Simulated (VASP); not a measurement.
Data:

```
Be
1.0
    1.14500    -1.98320     0.00000
    1.14500     1.98320     0.00000
    0.00000     0.00000     3.58000
Be
2
Cartesian
  1.14500   0.66107   0.89500
  1.14500  -0.66107   2.68500
```

Calculation: TPSS meta-GGA, VASP's PBE PAW potentials (set 64) (plane waves; VASP 6.6.1). Run with 520 eV cut-off, 16×16×9 Γ-centred mesh, first-order Methfessel-Paxton smearing of 0.10 eV, potentials Be.

Energy and stress use the plane-wave basis of the starting cell.

Task: The ions, cell shape and volume are relaxed. Give the cell that the relaxation ends in.

Result: 
```
Be
1.0
    1.13297    -1.96236     0.00000
    1.13297     1.96236     0.00000
    0.00000     0.00000     3.56006
Be
2
Direct
  0.33333   0.66667   0.25000
  0.66667   0.33333   0.75000
```
Space group P6_3/mmc (194), at a tolerance of 0.03 Å.

Task: How do energy and volume change from the first to the last step?

Result: The energy (σ→0) changes by -2.2 meV/atom and the volume by -2.6 %, in 5 ionic steps.

```json
[
 {"step": "1", "E(σ→0) (eV)": "-9.5526", "max force (eV/Å)": "0.000", "pressure (GPa)": "-3.04", "volume (Å³)": "16.26"},
 {"step": "2", "E(σ→0) (eV)": "-9.5568", "max force (eV/Å)": "0.000", "pressure (GPa)": "-0.46", "volume (Å³)": "15.90"},
 {"step": "3", "E(σ→0) (eV)": "-9.5569", "max force (eV/Å)": "0.000", "pressure (GPa)": "0.02", "volume (Å³)": "15.84"},
 {"step": "4", "E(σ→0) (eV)": "-9.5569", "max force (eV/Å)": "0.000", "pressure (GPa)": "0.08", "volume (Å³)": "15.83"},
 {"step": "5", "E(σ→0) (eV)": "-9.5569", "max force (eV/Å)": "0.000", "pressure (GPa)": "0.05", "volume (Å³)": "15.83"}
]
```

The compound is Be in the hcp structure. This run relaxes it. Symmetry was kept, so distortions that lower it aren't found.
